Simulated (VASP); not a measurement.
```
Li2O
1.0
    0.00000     2.31000     2.31000
    2.31000     0.00000     2.31000
    2.31000     2.31000     0.00000
Li O
2 1
Cartesian
  1.15500   1.15500   1.15500
  3.46500   3.46500   3.46500
  0.00000   0.00000   0.00000
```

Computed with PBE GGA, VASP's PBE PAW potentials (set 64) (plane waves; VASP). Numerical set-up: 600 eV cut-off, 8×8×8 Γ-centred mesh, Gaussian smearing of 0.050 eV, potentials Li_sv O.

Each relaxation starts from this cell; other phases were not tried.

Question: The cell is relaxed at 2 GPa. What happens?

Answer: The volume per atom goes from 8.22 to 8.02 Å³ (-2.4 %), and the cell becomes a = b = c = 4.583 Å, α = β = γ = 90.00°, space group Fm-3m. The gap on the mesh goes from 4.97 to 5.02 eV.

Question: The cell is relaxed at 15 GPa. What happens?

Answer: The volume per atom goes from 8.22 to 7.15 Å³ (-13.0 %), and the cell becomes a = 4.410 Å, b = 4.410 Å, c = 4.410 Å, α = 90.00°, β = 90.00°, γ = 90.00°, space group Fm-3m. The gap on the mesh goes from 4.97 to 5.23 eV.

Failed runs are left out, and for metals the shear rows, which the mesh's noise covers.

The compound is Li2O in the antifluorite structure. The cell was not relaxed at this level.
